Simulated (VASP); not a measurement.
Input:

```
CELL_PARAMETERS angstrom
      0.00000     1.86535     1.86535
      1.86535     0.00000     1.86535
      1.86535     1.86535     0.00000
ATOMIC_POSITIONS crystal
  Rh 0.00000 0.00000 0.00000
```

These are TPSS meta-GGA, VASP's PBE PAW potentials (set 64) (plane waves; VASP) values and carry that method's errors. Numerical set-up: 520 eV cut-off, 16×16×16 Γ-centred mesh, first-order Methfessel-Paxton smearing of 0.10 eV, potentials Rh_pv.

Q: Give the stress tensor in GPa (positive for a compressed cell).

A: 
```
20.94   0.00   0.00
 0.00  20.94   0.00
 0.00   0.00  20.94
```
The pressure is its mean diagonal, 20.94 GPa.

The compound is Rh in the fcc structure. This cell is one point of a volume scan, at 0.94 of the reference volume.
